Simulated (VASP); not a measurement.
# Mg12HCl in VASP: further runs

Runs on Mg12HCl. Level: PBEsol. Tasks: single point.

Everything below comes from runs of VASP 6.6.1. Logs are shortened: lines on timing, memory, paths and dates and some standing lists are left out, and cuts for length are marked.

## 1. The slab as given

The cell holds a slab with vacuum, 14 atoms: a = 6.420 Å, b = 6.420 Å, c = 18.213 Å, α = 90.00°, β = 90.00°, γ = 60.00°.

The cell was built by a generator and needn't be a form met in nature.

## 2. Single point, PBEsol

Input file INCAR:

```
SYSTEM = Mg12HCl
  ALGO = Fast
  EDIFF = 1E-6
  ENCUT = 520
  GGA = PS
  ISIF = 2
  ISMEAR = -1
  LASPH = .TRUE.
  LCHARG = .FALSE.
  LREAL = .FALSE.
  LWAVE = .FALSE.
  NBANDS = 29
  NELM = 100
  PREC = Accurate
  SIGMA = 0.1
```

Input file KPOINTS:

```
k-points
0
G
  3 3 1
  0 0 0
```

Input file POSCAR:

```
Mg12HCl
1.0
    6.4200000000      0.0000000000      0.0000000000
    3.2100000000      5.5598830000      0.0000000000
    0.0000000000      0.0000000000     18.2130400000
Mg Cl H
12 1 1
Direct
    0.0000000000      0.0000000000      0.0549057159
    0.5000000000      0.0000000000      0.0549057159
    0.0000037321      0.4999925358      0.0549057159
    0.5000037321      0.4999925358      0.0549057159
   -0.1688766081      0.3575974530      0.1951953106
    0.3589357896      0.3520038102      0.1894796256
   -0.1593363880      0.8846229318      0.1894631539
    0.3489092466      0.8431472389      0.1931747803
    0.0330588703     -0.0532205444      0.3336345827
    0.4855280040     -0.0005575657      0.3248386870
    0.0025063424      0.5075106796      0.3309442026
    0.5508157646      0.5008918353      0.3350182067
    0.0679740349      0.2748618991      0.5402173388
    0.1200629441      0.2055438936      0.4719420811
```

Potentials or basis: VASP PAW PBE potentials, release 64 (Mg, Cl, H).

On the command line:

```bash
$ cat potpaw_PBE.64/Mg/POTCAR potpaw_PBE.64/Cl/POTCAR potpaw_PBE.64/H/POTCAR > POTCAR
$ mpirun -np 1 vasp_std > vasp.out
```

OUTCAR:

```text
SYSTEM = Mg12HCl
   EDIFF = 1E-6
   ENCUT = 520
   GGA = PS
   ISIF = 2
   ISMEAR = -1
   LASPH = .TRUE.
   LREAL = .FALSE.
   NELM = 100
   PREC = Accurate

 ion  position               nearest neighbor table
   1  0.000  0.000  0.055-   7 2.89   8 3.18   3 3.21   4 3.21   2 3.21   2 3.21   4 3.21   3 3.21
                             5 3.24
   2  0.500  0.000  0.055-   8 3.05   7 3.12   6 3.14   4 3.21   3 3.21   1 3.21   1 3.21   3 3.21
                             4 3.21
   3  0.000  0.500  0.055-   5 3.09   6 3.17   1 3.21   2 3.21   4 3.21   4 3.21   2 3.21   1 3.21
                             7 3.26
   4  0.500  0.500  0.055-   6 2.93   5 3.15   8 3.16   2 3.21   1 3.21   3 3.21   3 3.21   1 3.21
                             2 3.21
   5  0.831  0.358  0.195-  12 2.99   7 3.01  11 3.05   6 3.05   3 3.09   8 3.11   4 3.15   1 3.24
                             8 3.31   6 3.37   9 3.40   7 3.42
   6  0.359  0.352  0.189-   4 2.93   7 3.05   5 3.05   8 3.12   2 3.14  10 3.17   3 3.17  11 3.25
                            12 3.26   8 3.30   5 3.37   7 3.37
   7  0.841  0.885  0.189-   1 2.89   5 3.01   9 3.01   6 3.05   2 3.12   8 3.14  10 3.18   3 3.26
                             8 3.30  11 3.33   6 3.37   5 3.42
   8  0.349  0.843  0.193-  10 2.90   2 3.05   5 3.11   6 3.12   9 3.12   7 3.14   4 3.16   1 3.18
                            12 3.21   7 3.30   6 3.30   5 3.31
   9  0.033  0.947  0.334-  11 2.92   7 3.01  10 3.09  12 3.12   8 3.12  12 3.35  10 3.36   5 3.40
                            11 3.51
  10  0.486  0.999  0.325-   8 2.90  12 3.02   9 3.09   6 3.17   7 3.18  11 3.19  11 3.24   9 3.36
                            12 3.45
  11  0.003  0.508  0.331-  12 2.92   9 2.92   5 3.05  10 3.19  10 3.24   6 3.25   7 3.33  12 3.50
                             9 3.51
  12  0.551  0.501  0.335-  11 2.92   5 2.99  10 3.02   9 3.12   8 3.21   6 3.26   9 3.35  10 3.45
                            11 3.50
  13  0.068  0.275  0.540-  14 1.31
  14  0.120  0.206  0.472-  13 1.31

  LATTYP: Found a hexagonal cell.
 ALAT       =     6.4199999201
 C/A-ratio  =     2.8369221537

  Lattice vectors:

 A1 = (  -3.2100000000,  -5.5598830000,   0.0000000000)
 A2 = (   6.4200000000,   0.0000000000,   0.0000000000)
 A3 = (   0.0000000000,   0.0000000000,  18.2130400000)

Analysis of symmetry for initial positions (statically):
=====================================================================
 Subroutine PRICEL returns:
 Original cell was already a primitive cell.

 Routine SETGRP: Setting up the symmetry group for a
 hexagonal supercell.

 Subroutine GETGRP returns: Found  1 space group operations
 (whereof  1 operations were pure point group operations)
 out of a pool of 24 trial point group operations.

The static configuration has the point symmetry C_1 .

Analysis of symmetry for dynamics (positions and initial velocities):
=====================================================================
 Subroutine PRICEL returns:
 Original cell was already a primitive cell.

 Routine SETGRP: Setting up the symmetry group for a
 hexagonal supercell.

 Subroutine GETGRP returns: Found  1 space group operations
 (whereof  1 operations were pure point group operations)
 out of a pool of 24 trial point group operations.

The dynamic configuration has the point symmetry C_1 .

 Subroutine INISYM returns: Found  1 space group operations
 (whereof  1 operations are pure point group operations),
 and found     1 'primitive' translations

----------------------------------------------------------------------------------------

                                     Primitive cell

  volume of cell :     650.1044

  direct lattice vectors                    reciprocal lattice vectors
     6.420000000  0.000000000  0.000000000     0.155763240 -0.089929950  0.000000000
     3.210000000  5.559883000  0.000000000     0.000000000  0.179859900  0.000000000
     0.000000000  0.000000000 18.213040000     0.000000000  0.000000000  0.054905716

  length of vectors
     6.420000000  6.419999920 18.213040000     0.179859898  0.179859900  0.054905716

  position of ions in fractional coordinates (direct lattice)
     0.000000000  0.000000000  0.054905716
     0.500000000  0.000000000  0.054905716
     0.000003732  0.499992536  0.054905716
     0.500003732  0.499992536  0.054905716
     0.831123392  0.357597453  0.195195311
     0.358935790  0.352003810  0.189479626
     0.840663612  0.884622932  0.189463154
[... 26 lines left out ...]

 KPOINTS: k-points

Automatic generation of k-mesh.
 Grid dimensions read from file:
 generate k-points for:    3    3    1

 Generating k-lattice:

  Cartesian coordinates                     Fractional coordinates (reciprocal lattice)
     0.051921080 -0.029976650  0.000000000     0.333333333  0.000000000  0.000000000
     0.000000000  0.059953300  0.000000000     0.000000000  0.333333333  0.000000000
     0.000000000  0.000000000  0.054905716     0.000000000  0.000000000  1.000000000

  Length of vectors
     0.059953299  0.059953300  0.054905716

  Shift w.r.t. Gamma in fractional coordinates (k-lattice)
     0.000000000  0.000000000  0.000000000

 Subroutine IBZKPT returns following result:
 ===========================================

 Found      5 irreducible k-points:

 Following reciprocal coordinates:
            Coordinates               Weight
  0.000000  0.000000  0.000000      1.000000
  0.333333  0.000000  0.000000      2.000000
  0.333333  0.333333  0.000000      2.000000
  0.000000  0.333333  0.000000      2.000000
 -0.333333  0.333333  0.000000      2.000000
   k-points           NKPTS =      5   k-points in BZ     NKDIM =      5   number of bands    NBANDS=     29
   number of dos      NEDOS =    301   number of ions     NIONS =     14
   total plane-waves  NPLWV = 322560
   dimension x,y,z NGX =    48 NGY =   48 NGZ =  140
   dimension x,y,z NGXF=    96 NGYF=   96 NGZF=  280
   ions per type =              12   1   1
   NGX,Y,Z   is equivalent  to a cutoff of  12.43, 12.43, 12.78 a.u.
   NGXF,Y,Z  is equivalent  to a cutoff of  24.86, 24.86, 25.56 a.u.
 SYSTEM =  Mg12HCl
   PREC   = accura    normal or accurate (medium, high low for compatibility)
   ISTART =      0    job   : 0-new  1-cont  2-samecut
   ICHARG =      2    charge: 1-file 2-atom 10-const
   ISPIN  =      1    spin polarized calculation?
   LNONCOLLINEAR =      F non collinear calculations
   LSORBIT =      F    spin-orbit coupling
   LASPH  =      T    aspherical Exc in radial PAW
   ENCUT  =  520.0 eV  38.22 Ry    6.18 a.u.  11.94 11.94 33.86*2*pi/ulx,y,z
   NELM   =    100;   NELMIN=  2; NELMDL= -5     # of ELM steps
   EDIFF  = 0.1E-05   stopping-criterion for ELM
[... 8 lines left out ...]
   TEBEG  =    0.0;   TEEND  =   0.0 temperature during run
   PSTRESS=    0.0 pullay stress
   NELECT =      32.0000    total number of electrons
   NUPDOWN=      -1.0000    fix difference up-down
   EMIN   =  10.00;   EMAX   =-10.00  energy-range for DOS
   EFERMI =   0.00;   METHOD = LEGACY
   ISMEAR =    -1;   SIGMA  =   0.10  broadening in eV -4-tet -1-fermi 0-gaus
   EFERMI_NEDOS =   21; number of points for ismear=-14 and -15
   IALGO  =     68    algorithm
   IMIX   =      4    mixing-type and parameters
     AMIX     =   0.40;   BMIX     =  1.00
     AMIX_MAG =   1.60;   BMIX_MAG =  1.00
  volume/ion in A,a.u.               =      46.44       313.37
  Fermi-wavevector in a.u.,A,eV,Ry     =   0.599971  1.133781  4.897628  0.359966
  Thomas-Fermi vector in A             =   1.651654
   LORBIT       =      0    0 simple, 1 ext, 2 COOP (PROOUT), +10 PAW based schemes
   GGA     = PS    functional components
   LHFCALC =     F    Hartree Fock is set to
   AEXX    =    0.0000 exact exchange contribution
   IVDW    =     0    specifies the selected vdW correction
   LEPSILON=     F    determine dielectric tensor
   LRPA    =     F    only Hartree local field effects (RPA)
 non-spin polarized calculation
 RMM-DIIS sequential band-by-band and
  energy-cutoff  :      520.00
  volume of cell :      650.10
 maximum number of plane-waves:     17556
   NGX = 23   NGY = 23   NGZ = 67

 number of electron      32.0000001 magnetization

 Free energy of the ion-electron system (eV)
  ---------------------------------------------------
  ext. energy  EPLUGINS =         0.00000000
  ---------------------------------------------------
  free energy    TOTEN  =       -23.51557431 eV

  energy without entropy =      -23.23322010  energy(sigma->0) =      -23.37439721

 E-fermi :  -0.9828     XC(G=0):  -5.0001

 val. band max:       -1.0081384629   @ k =   0.0000   0.0000   0.0000
 cond. band min:      -0.9604737321   @ k =   0.3333   0.0000   0.0000
 fundamental gap:      0.0476647308
 Fermi energy:        -0.9827892989

 k-point     1 :       0.0000    0.0000    0.0000
  band No.  band energies     occupation
      1     -17.6014      2.00000
      2      -8.2486      2.00000
      3      -7.4999      2.00000
      4      -6.1194      2.00000
      5      -4.5884      2.00000
      6      -4.5647      2.00000
[... 144 lines left out ...]
     27       2.6080      0.00000
     28       2.7512      0.00000
 [bands above 28 left out]

------------------------ aborting loop because EDIFF is reached ----------------------------------------

  FORCE on cell =-STRESS in cart. coord.  units (eV):
  Direction    XX          YY          ZZ          XY          YZ          ZX
  --------------------------------------------------------------------------------------
  -------------------------------------------------------------------------------------
  Total       -2.5902030     -4.4879505      3.3536263      1.0996275      0.0927084     -0.5109300
  in kB       -6.3835354    -11.0605194      8.2649862      2.7100234      0.2284792     -1.2591830
  external PRESSURE =      -3.0596895 kB  Pullay stress =       0.0000000 kB

 VOLUME and BASIS-vectors are now :
 -----------------------------------------------------------------------------
  energy-cutoff  :      520.00
  volume of cell :      650.10
      direct lattice vectors                 reciprocal lattice vectors
     6.420000000  0.000000000  0.000000000     0.155763240 -0.089929950  0.000000000
     3.210000000  5.559883000  0.000000000     0.000000000  0.179859900  0.000000000
     0.000000000  0.000000000 18.213040000     0.000000000  0.000000000  0.054905716

 POSITION                                       TOTAL-FORCE (eV/Angst)
 -----------------------------------------------------------------------------------
      0.00000      0.00000      1.00000         0.181331      0.098773     -0.288479
      3.21000      0.00000      1.00000         0.031658      0.014246     -0.197921
      1.60500      2.77990      1.00000         0.032634      0.060204     -0.075399
      4.81500      2.77990      1.00000         0.139238      0.077381     -0.273452
      6.48370      1.98820      3.55510         0.417191     -0.078552     -0.121385
      3.43430      1.95710      3.45100        -0.508337      0.067494      0.343620
      8.23670      4.91840      3.45070        -0.375205     -0.610210      0.214365
      4.94650      4.68780      3.51830        -0.108127      0.077252     -0.204655
      3.25140      5.26398      6.07650         0.086716      0.589112      0.132111
      6.32530      5.55678      5.91630         0.484832      0.271934      0.338798
      1.64520      2.82170      6.02750         0.274065     -0.259898      0.032327
      5.14410      2.78490      6.10170        -0.657035     -0.297717      0.147056
      1.31870      1.52820      9.83900         0.002534      0.001912     -0.030374
      1.43060      1.14280      8.59550        -0.001494     -0.011930     -0.016611
 -----------------------------------------------------------------------------------
    total drift:                                0.000097     -0.000324     -0.000405

  FREE ENERGIE OF THE ION-ELECTRON SYSTEM (eV)
  ---------------------------------------------------
  free  energy   TOTEN  =       -23.5155743147 eV

  energy  without entropy=      -23.2332200976  energy(sigma->0) =      -23.37439721
```

Wall time 1.9 min (1 thread of Intel Xeon 6975P-C (Granite Rapids), shared host); peak memory 0.69 GiB.

What came out:

* Free energy: -23.5156 eV
* Largest force: 0.748 eV/Å
* Band gap on the k mesh: none (metal or under the smearing width)

Forces in eV/Å, atoms in the order of the input:
```
Mg   0.181  0.099 -0.288
Mg   0.032  0.014 -0.198
Mg   0.033  0.060 -0.075
Mg   0.139  0.077 -0.273
Mg   0.417 -0.079 -0.121
Mg  -0.508  0.067  0.344
Mg  -0.375 -0.610  0.214
Mg  -0.108  0.077 -0.205
Mg   0.087  0.589  0.132
Mg   0.485  0.272  0.339
Mg   0.274 -0.260  0.032
Mg  -0.657 -0.298  0.147
Cl   0.003  0.002 -0.030
H   -0.001 -0.012 -0.017
```

Caveat: the k mesh is coarse (spacing up to 0.38 Å⁻¹), so the values aren't converged; the PAW data sets were made with another functional, which shifts forces and pressure a little.

## 3. Single point, PBEsol

Input file INCAR:

```
SYSTEM = Mg12HCl
PREC = Accurate ; ENCUT = 520
EDIFF = 1E-6 ; ISMEAR = -1
SIGMA = 0.1 ; LREAL = .False.
LASPH = .True. ; NELM = 100
ALGO = Normal ; ISIF = 2
LWAVE = .False. ; LCHARG = .True.
GGA = PS ; LELF = .True.
LVHAR = .True. ; NBANDS = 29
```

Input file KPOINTS:

```
Automatic mesh
0
Gamma
  3 3 1
  0 0 0
```

Input file POSCAR:

```
Mg12HCl
1.0
    6.4200000000      0.0000000000      0.0000000000
    3.2100000000      5.5598830000      0.0000000000
    0.0000000000      0.0000000000     18.2130400000
Mg Cl H
12 1 1
Direct
    0.0000000000      0.0000000000      0.0549057159
    0.5000000000      0.0000000000      0.0549057159
    0.0000037321      0.4999925358      0.0549057159
    0.5000037321      0.4999925358      0.0549057159
   -0.1744424962      0.3455828117      0.2006254859
    0.3523106866      0.3530110256      0.1928618177
   -0.1462277868      0.8815832995      0.1882771904
    0.3451438107      0.8484351199      0.1944540834
    0.0244050050     -0.0466916300      0.3341452059
    0.4907039346     -0.0162053770      0.3271337459
    0.0097470625      0.5023127285      0.3306806552
    0.5475239271      0.4923664761      0.3330910161
    0.0635564910      0.2858153670      0.5340349552
    0.1952601943      0.1792303903      0.4704760984
```

Potentials or basis: VASP PAW PBE potentials, release 64 (Mg, Cl, H).

On the command line:

```bash
$ cat potpaw_PBE.64/Mg/POTCAR potpaw_PBE.64/Cl/POTCAR potpaw_PBE.64/H/POTCAR > POTCAR
$ mpirun -np 1 vasp_std > vasp.out
```

Run time: 2 min. Hardware: 1 thread of Intel Xeon 6975P-C (Granite Rapids), shared host; peak memory 0.69 GiB.

Results (log left out):

```yaml
Free_energy: -23.4055 eV
Largest_force: 1.713 eV/Å
Band_gap_on_the_k_mesh: none (metal or under the smearing width)
```

Forces in eV/Å, atoms in the order of the input:
```
Mg   0.227  0.141 -0.351
Mg   0.039  0.028 -0.129
Mg  -0.018  0.014  0.017
Mg   0.114  0.046 -0.150
Mg   0.639  0.139 -0.415
Mg  -0.437 -0.028  0.143
Mg  -0.718 -0.695  0.277
Mg  -0.018 -0.025 -0.282
Mg   0.136  0.452  0.207
Mg   0.540  0.358  0.320
Mg   0.156 -0.247  0.130
Mg  -0.653 -0.179  0.347
Cl   0.620 -0.716 -1.428
H   -0.628  0.712  1.313
```

Levels at points of the mesh, in eV from the Fermi level:
| k point | band 11 | band 12 | band 13 | band 14 | band 15 | band 16 | band 17 | band 18 | band 19 | band 20 |
| --- | --- | --- | --- | --- | --- | --- | --- | --- | --- | --- |
| (0.00, 0.00, 0.00) | -1.71 | -1.64 | -1.61 | -0.81 | -0.74 | -0.71 | -0.65 | -0.18 | -0.09 | -0.02 |

Caveat: the k mesh is coarse (spacing up to 0.38 Å⁻¹), so the values aren't converged; the PAW data sets were made with another functional, which shifts forces and pressure a little.
